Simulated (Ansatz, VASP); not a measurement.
# NbAs in two plane-wave programs

Aim: how closely do two programs agree when they are given the same cell, functional and k mesh? The cell is taken from a series of runs on this material, whose earlier steps may have relaxed, scaled, displaced or heated it; both programs get it as it stands.

Method: plane waves, with VASP 6.6.1 beside it; single point at PBEsol, in Ansatz 0.2.0.

### Step 1. Set-up

The structure is tetragonal, space group I4_1md (No. 109). Conventional cell: a = 3.452 Å, b = 3.452 Å, c = 11.680 Å, α = 90.00°, β = 90.00°, γ = 90.00°. Nearest to Nb lie 6 As at 2.60 to 2.63 Å. Nearest to As lie 6 Nb at 2.60 to 2.63 Å. Farther neighbours are not listed.

Structure file:

```xyz
16
Lattice="6.9034 0.0000 0.0000 0.0000 6.9034 0.0000 -1.7259 1.7259 5.8400" Properties=species:S:1:pos:R:3 pbc="T T T"
Nb    0.0000    0.0000    0.0000
Nb    3.4517    0.0000    0.0000
Nb    0.0000    3.4517    0.0000
Nb    3.4517    3.4517    0.0000
Nb    0.0000    1.7259    2.9200
Nb    3.4517    1.7259    2.9200
Nb    0.0000    5.1776    2.9200
Nb    3.4517    5.1776    2.9200
As    0.0000    6.9034    4.8589
As    3.4517    6.9034    4.8589
As    0.0000    3.4517    4.8589
As    3.4517    3.4517    4.8589
As    1.7259    6.9034    1.9389
As    5.1776    6.9034    1.9389
As    1.7259    3.4517    1.9389
As    5.1776    3.4517    1.9389
```

### Step 2. VASP: single point, PBEsol

With cell and atoms fixed, the geometry can't cause a difference; cores, projectors, grids and the points listed under the comparison can.

Lines of VASP's logs that name or quote its potential files are left out, and so is its time.

Input file INCAR:

```
SYSTEM = NbAs
PREC = Accurate
ENCUT = 400
EDIFF = 1E-06
NELM = 120
ISMEAR = -1
SIGMA = 0.08
LREAL = .FALSE.
ALGO = Normal
GGA = PS
NBANDS = 89
LASPH = .TRUE.
LORBIT = 11
LWAVE = .FALSE.
LCHARG = .FALSE.
ISIF = 2
GGA_COMPAT = .FALSE.
KPAR = 4
```

Input file POSCAR:

```
NbAs
1.0
    6.9034000000      0.0000000000      0.0000000000
    0.0000000000      6.9034000000      0.0000000000
   -1.7258500000      1.7258500000      5.8400000000
Nb As
8 8
Direct
    0.0000000000      0.0000000000      0.0000000000
    0.5000000000      0.0000000000      0.0000000000
    0.0000000000      0.5000000000      0.0000000000
    0.5000000000      0.5000000000      0.0000000000
    0.1250000000      0.1250000000      0.5000000000
    0.6250000000      0.1250000000      0.5000000000
    0.1250000000      0.6250000000      0.5000000000
    0.6250000000      0.6250000000      0.5000000000
    0.2080000000      0.7920000000      0.8320000000
    0.7080000000      0.7920000000      0.8320000000
    0.2080000000      0.2920000000      0.8320000000
    0.7080000000      0.2920000000      0.8320000000
    0.3330000000      0.9170000000      0.3320000000
    0.8330000000      0.9170000000      0.3320000000
    0.3330000000      0.4170000000      0.3320000000
    0.8330000000      0.4170000000      0.3320000000
```

Input file KPOINTS:

```
Automatic mesh
0
Gamma
6 6 6
0 0 0
```

PAW data sets: Nb_sv and As (PBE family, release 64).

On the command line:

```sh
mpirun -np 4 vasp_std
```

Numbers of over 12 decimals in the logs are rounded to 6 here.

Log:

```text
[banner, memory and clock lines left out]
running    4 mpi-ranks, on    1 nodes
 distrk:  each k-point on    1 cores,    4 groups
 distr:  one band on    1 cores,    1 groups

 POSCAR found type information on POSCAR NbAs
 POSCAR found :  2 types and      16 ions
|                                                                             |
|               ----> ADVICE to this user running VASP <----                  |
|                                                                             |
|     You enforced a specific xc type in the INCAR file but a different       |
|     [... a line on the potential file left out ...]
|     I HOPE YOU KNOW WHAT YOU ARE DOING!                                     |
|                                                                             |

 LDA part: xc-table for (Slater+PW92), standard interpolation
 POSCAR, INCAR and KPOINTS ok, starting setup
 FFT: planning ... GRIDC
 FFT: planning ... GRID_SOFT
 FFT: planning ... GRID
 WAVECAR not read
 entering main loop
       N       E                     dE             d eps       ncg     rms          rms(c)
DAV:   1     0.133291133198E+04    0.13329E+04   -0.64871E+04 12296   0.132E+03
DAV:   2    -0.234535271388E+02   -0.13564E+04   -0.13167E+04 15116   0.513E+02
DAV:   3    -0.137691842980E+03   -0.11424E+03   -0.11183E+03 17768   0.112E+02
DAV:   4    -0.148322596657E+03   -0.10631E+02   -0.10572E+02 22176   0.310E+01
DAV:   5    -0.148784930343E+03   -0.46233E+00   -0.46086E+00 17944   0.589E+00    0.233E+01
DAV:   6    -0.140544163744E+03    0.82408E+01   -0.39263E+01 17760   0.204E+01    0.663E+00
DAV:   7    -0.140513447208E+03    0.30717E-01   -0.24272E+00 17528   0.418E+00    0.392E+00
DAV:   8    -0.140464752952E+03    0.48694E-01   -0.29607E-01 17816   0.177E+00    0.966E-01
DAV:   9    -0.140464893972E+03   -0.14102E-03   -0.29396E-02 19288   0.642E-01    0.460E-01
DAV:  10    -0.140465182108E+03   -0.28814E-03   -0.73348E-03 17312   0.387E-01    0.768E-02
DAV:  11    -0.140465110839E+03    0.71269E-04   -0.54401E-04 17912   0.115E-01    0.269E-02
DAV:  12    -0.140465100930E+03    0.99086E-05   -0.52137E-05 22200   0.227E-02    0.801E-03
DAV:  13    -0.140465098714E+03    0.22163E-05   -0.57544E-06 13200   0.735E-03    0.276E-03
DAV:  14    -0.140465099019E+03   -0.30570E-06   -0.52455E-07  9408   0.322E-03
   1 F= -.14046510E+03 E0= -.14043270E+03  d E =-.647921E-01
```

Parts of OUTCAR (step 2):

```text
ion  position               nearest neighbor table
   1  0.000  0.000  0.000-  13 2.60  14 2.60   9 2.63  10 2.63  11 2.63  12 2.63
   2  0.500  0.000  0.000-  14 2.60  13 2.60  10 2.63   9 2.63  12 2.63  11 2.63
   3  0.000  0.500  0.000-  15 2.60  16 2.60  11 2.63   9 2.63  12 2.63  10 2.63
   4  0.500  0.500  0.000-  16 2.60  15 2.60  12 2.63  11 2.63  10 2.63   9 2.63
   5  0.125  0.125  0.500-   9 2.60  11 2.60  13 2.63  14 2.63  15 2.63  16 2.63
   6  0.625  0.125  0.500-  10 2.60  12 2.60  14 2.63  13 2.63  16 2.63  15 2.63
   7  0.125  0.625  0.500-  11 2.60   9 2.60  15 2.63  13 2.63  16 2.63  14 2.63
   8  0.625  0.625  0.500-  12 2.60  10 2.60  16 2.63  15 2.63  14 2.63  13 2.63
   9  0.208  0.792  0.832-   5 2.60   7 2.60   1 2.63   2 2.63   3 2.63   4 2.63
  10  0.708  0.792  0.832-   6 2.60   8 2.60   2 2.63   1 2.63   4 2.63   3 2.63
  11  0.208  0.292  0.832-   7 2.60   5 2.60   3 2.63   1 2.63   4 2.63   2 2.63
  12  0.708  0.292  0.832-   8 2.60   6 2.60   4 2.63   3 2.63   2 2.63   1 2.63
  13  0.333  0.917  0.332-   1 2.60   2 2.60   5 2.63   6 2.63   7 2.63   8 2.63
  14  0.833  0.917  0.332-   2 2.60   1 2.60   6 2.63   5 2.63   8 2.63   7 2.63
  15  0.333  0.417  0.332-   3 2.60   4 2.60   7 2.63   5 2.63   8 2.63   6 2.63
  16  0.833  0.417  0.332-   4 2.60   3 2.60   8 2.63   7 2.63   6 2.63   5 2.63

  LATTYP: Found a base centered monoclinic cell.
 ALAT       =     9.7628819065
 B/A-ratio  =     1.0000000000
 C/A-ratio  =     0.6483240921
 COS(beta)  =    -0.3856096095

 Subroutine GETGRP returns: Found  2 space group operations
 (whereof  1 operations were pure point group operations)

The static configuration has the point symmetry C_1 .
 The point group associated with its full space group is C_1h.

 Found     68 irreducible k-points:

   k-points           NKPTS =     68   k-points in BZ     NKDIM =     68   number of bands    NBANDS=     89

   dimension x,y,z NGX =    48 NGY =   48 NGZ =   42
   dimension x,y,z NGXF=    96 NGYF=   96 NGZF=   84

   ENCUT  =  400.0 eV  29.40 Ry    5.42 a.u.  11.26 11.26 10.32*2*pi/ulx,y,z

   NELECT =     144.0000    total number of electrons

 k-points in reciprocal lattice and weights: Automatic mesh
   0.00000000  0.00000000  0.00000000       0.005
   0.16666667  0.00000000  0.00000000       0.019
   0.33333333  0.00000000 -0.00000000       0.019
   0.50000000  0.00000000 -0.00000000       0.009
   0.16666667  0.16666667  0.00000000       0.009
   0.33333333  0.16666667 -0.00000000       0.019
   0.50000000  0.16666667 -0.00000000       0.019
  -0.33333333  0.16666667  0.00000000       0.019
  -0.16666667  0.16666667  0.00000000       0.009
[...]
-0.33333333  0.33333333  0.50000000       0.009
   0.50000000  0.50000000  0.50000000       0.005

 average (electrostatic) potential at core
       1 -79.1355       2 -79.1355       3 -79.1355       4 -79.1355       5 -79.1355
       6 -79.1355       7 -79.1355       8 -79.1355       9 -44.7705      10 -44.7705
      11 -44.7705      12 -44.7705      13 -44.7705      14 -44.7705      15 -44.7705
      16 -44.7705

 E-fermi :   9.5018

 k-point     1 :       0.0000    0.0000    0.0000
  band No.  band energies     occupation
    ...
     70       8.9079      1.99881
     71       9.4536      1.29267
     72       9.4536      1.29267
     73       9.5596      0.65374
     74       9.5596      0.65374
     75      10.2368      0.00020
     76      10.6772      0.00000
     77      10.6772      0.00000
     78      10.8153      0.00000
     79      11.6482      0.00000
    ...

 k-point     2 :       0.1667    0.0000    0.0000
  band No.  band energies     occupation
    ...
     69       8.6912      1.99992
     70       9.0164      1.99538
     71       9.0281      1.99465
     72       9.4001      1.56195
     73       9.5710      0.59267
     74      10.1047      0.00107
     75      10.1219      0.00086
     76      10.6599      0.00000
     77      10.6698      0.00000
     78      10.6851      0.00000
    ...

 k-point     3 :       0.3333    0.0000   -0.0000
  band No.  band energies     occupation
    ...
     68       8.5362      1.99999
     69       8.5459      1.99999
     70       8.7567      1.99982
     71       8.9342      1.99834
     72       9.2533      1.91431
     73       9.6279      0.34248
     74       9.9336      0.00902
     75      10.3081      0.00008
     76      10.4949      0.00001
     77      10.5892      0.00000
    ...

  Total       -4.7738456     -4.7738456     -3.1115604     -0.0001994      0.0046508     -0.0046508
  in kB      -27.4814743    -27.4814743    -17.9122397     -0.0011478      0.0267731     -0.0267730
  external PRESSURE =     -24.2917294 kB  Pullay stress =       0.0000000 kB

  energy-cutoff  :      400.00
  volume of cell :      278.32
      direct lattice vectors                 reciprocal lattice vectors
     6.903400000  0.000000000  0.000000000     0.144856158  0.000000000  0.042808219
     0.000000000  6.903400000  0.000000000     0.000000000  0.144856158 -0.042808219
    -1.725850000  1.725850000  5.840000000     0.000000000  0.000000000  0.171232877

 POSITION                                       TOTAL-FORCE (eV/Angst)
 -----------------------------------------------------------------------------------
      0.00000      0.00000      0.00000        -0.000473     -0.000415     -0.288666
      3.45170      0.00000      0.00000        -0.000473     -0.000415     -0.288666
      0.00000      3.45170      0.00000        -0.000473     -0.000415     -0.288666
      3.45170      3.45170      0.00000        -0.000473     -0.000415     -0.288666
      0.00000      1.72585      2.92000         0.000415      0.000473     -0.288666
      3.45170      1.72585      2.92000         0.000415      0.000473     -0.288666
      0.00000      5.17755      2.92000         0.000415      0.000473     -0.288666
      3.45170      5.17755      2.92000         0.000415      0.000473     -0.288666
     -0.00000      6.90340      4.85888         0.000117      0.000059      0.288666
      3.45170      6.90340      4.85888         0.000117      0.000059      0.288666
     -0.00000      3.45170      4.85888         0.000117      0.000059      0.288666
      3.45170      3.45170      4.85888         0.000117      0.000059      0.288666
      1.72585      6.90340      1.93888        -0.000059     -0.000117      0.288666
      5.17755      6.90340      1.93888        -0.000059     -0.000117      0.288666
      1.72585      3.45170      1.93888        -0.000059     -0.000117      0.288666
      5.17755      3.45170      1.93888        -0.000059     -0.000117      0.288666
 -----------------------------------------------------------------------------------
    total drift:                                0.000129     -0.000129     -0.000355

  FREE ENERGIE OF THE ION-ELECTRON SYSTEM (eV)
  ---------------------------------------------------
  free  energy   TOTEN  =      -140.4650990193 eV

  energy  without entropy=     -140.4003069020  energy(sigma->0) =     -140.43270296

 total charge
# of ion       s       p       d       tot
------------------------------------------
    1        2.147   6.012   2.492  10.651
    2        2.147   6.012   2.492  10.651
    3        2.147   6.012   2.492  10.651
    4        2.147   6.012   2.492  10.651
    5        2.147   6.012   2.492  10.651
    6        2.147   6.012   2.492  10.651
    7        2.147   6.012   2.492  10.651
    8        2.147   6.012   2.492  10.651
    9        1.201   1.641   0.075   2.918
   10        1.201   1.641   0.075   2.918
   11        1.201   1.641   0.075   2.918
   12        1.201   1.641   0.075   2.918
   13        1.201   1.641   0.075   2.918
   14        1.201   1.641   0.075   2.918
   15        1.201   1.641   0.075   2.918
   16        1.201   1.641   0.075   2.918
--------------------------------------------------
tot         26.785  61.225  20.540 108.551

[... 3 further parts left out ...]
```

The run ends at a pressure of -2.43 GPa, with forces up to 0.29 eV/Å.

(Continued in part 2 of 2.)

[Lines on the potential files, build, host, timing and source positions are cut from VASP's logs without a mark.]

[Logs are printed without paths, hosts, clocks, repeated set-up lines and the standing remarks that a program may print on its own settings, such as how far it seeks lower states.]

[Hosts, paths, dates, database ids (printed as entryN), source tags and the programs' standing remarks are cut or masked in the printed files.]
